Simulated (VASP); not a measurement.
Here is the system:

```
Li2S
1.0
    0.00000     2.87992     2.87992
    2.87992     0.00000     2.87992
    2.87992     2.87992     0.00000
Li S
2 1
Cartesian
  1.43996   1.43996   1.43996
  4.31988   4.31988   4.31988
  0.00000   2.87992   2.87992
```

All values below come from revPBE GGA, VASP's PBE PAW potentials (set 64) (plane waves; VASP 6.6.1). Settings: 520 eV cut-off, 8×8×8 Γ-centred mesh, tetrahedra with Blöchl corrections, potentials Li_sv S.

**Question.** Predict the energy per atom (σ→0), band gap (on the k-mesh) with the smallest direct gap where there is one.

**Answer.** 
| Quantity | Result |
|---|---|
| band gap (on the k-mesh) | 3.53 eV |
| smallest direct gap (on the k-mesh) | 4.25 eV |
| energy per atom (σ→0) | -3.821 eV/atom |

The compound is Li2S in the antifluorite structure. It was relaxed first.
